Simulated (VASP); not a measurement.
An input for Ansatz (written as the equivalent of a VASP run, and not itself run):

Ansatz 0.2 input:
```yaml
crystal:
  lattice:
    - [1.8319344, -3.1730036, 0.0000000]
    - [1.8319344, 3.1730036, 0.0000000]
    - [0.0000000, 0.0000000, 11.9105092]
  atoms:
    - { symbol: La, position: [0.0000000, 1.0000000, 0.5000000] }
    - { symbol: La, position: [0.0000000, 1.0000000, 0.0000000] }
    - { symbol: La, position: [0.3333330, 0.6666670, 0.2500000] }
    - { symbol: La, position: [0.6666670, 0.3333330, 0.7500000] }
kpoints:
  mp_grid: { grid: [9, 9, 3] }
hamiltonian:
  xc: pbe
  dispersion: d3bj
  pseudopotentials: { kind: paw }
scf:
  occupations: { method: methfessel_paxton, width: 0.1 }
  max_iter: 100
relax:
  max_steps: 60
  f_tol: 0.02
  cell: {}
output: { forces: true, stress: true, eigenvalues: true }
```

Q: Write the VASP files for the same calculation (PBE-D3(BJ)).

A: One answer among several that fit: 
**KPOINTS**
```
Automatic
0
G
  9 9 3
```

### INCAR
```
SYSTEM = La
PREC = Accurate; ENCUT = 520; LREAL = .False.
LASPH = .True.
EDIFF = 1E-6; NELM = 100; ALGO = Normal
LMAXMIX = 6
ISMEAR = 1; SIGMA = 0.1
GGA = PE; IVDW = 12
IBRION = 2; NSW = 60; ISIF = 3
EDIFFG = -0.02
LWAVE = .False.; LCHARG = .False.
```

File POSCAR:
```
La
1.0
  1.8319343803  -3.1730036313   0.0000000000
  1.8319343803   3.1730036313   0.0000000000
  0.0000000000   0.0000000000  11.9105092142
La
4
direct
  0.0000000000   1.0000000000   0.5000000000
  0.0000000000   1.0000000000   0.0000000000
  0.3333330000   0.6666670000   0.2500000000
  0.6666670000   0.3333330000   0.7500000000
```

POTCAR, in this order: La (PBE.64 set). Program: vasp_std.

What does not carry over: each code has its own PAW files, so the cut-off isn't converted (ENCUT is set for VASP's; basis.ecutwfc is left out, and Ansatz then takes the one that its files recommend); Ansatz stops its SCF on the density residual and VASP on the energy change (EDIFF).

The compound is La in the dhcp structure. This run relaxes it. Symmetry was kept, so distortions that lower it aren't found. The start is the result of an earlier pass.
